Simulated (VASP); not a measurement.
Ta3N:

```
Ta N
1.0
     3.03222    0.00000    0.00000
    -1.51611    2.62598    0.00000
     0.00000    0.00000    7.52414
Ta N
3 1
Cartesian
  1.5161 0.8753 6.2155
  0.0000 1.7507 1.3087
  0.0000 0.0000 3.7621
  0.0000 0.0000 0.0000
```

The cell comes from a database or a generator and needn't be the stable form of this composition.

```yaml
Program: VASP 6.6.1
Task: single point
Functional: PBEsol
Potentials_or_basis: VASP PAW PBE potentials, release 64 (Ta_pv, N)
Cutoff: 520 eV
k_mesh: 10 × 10 × 4
Occupations: fermi-dirac, width 0.05 eV
Spin: no spin polarisation
```

On this cell: pressure -7.8 GPa; largest force 0.342 eV/Å; band gap on the k mesh none (metal or under the smearing width).

The same run follows on a disturbed copy (atoms moved at random, drawn with an rms of 0.05 Å):

```
Ta N
1.0
     3.03222    0.00000    0.00000
    -1.51611    2.62598    0.00000
     0.00000    0.00000    7.52414
Ta N
3 1
Cartesian
  1.5241 0.9239 6.1879
  0.0463 1.7460 1.3204
  -0.0027 0.0017 3.7259
  -0.0347 0.0406 -0.0509
```

Task: What does the disturbed cell give?

Result: The energy (extrapolated to zero smearing) moves by +15.8 meV/atom; pressure -7.9 GPa; largest force 1.121 eV/Å; band gap on the k mesh none (metal or under the smearing width).

Forces in eV/Å, atoms in the order of the input:
```
Ta  -0.264 -0.012  0.131
Ta  -0.354  0.173 -1.049
Ta  -0.004  0.024  0.347
N    0.622 -0.186  0.571
```

Stress tensor (GPa, compression positive):
```
-8.86  0.04 -0.45
 0.04 -8.09  0.59
-0.45  0.59 -6.76
```

Caveats: the PAW data sets were made with another functional, which shifts forces and pressure a little.
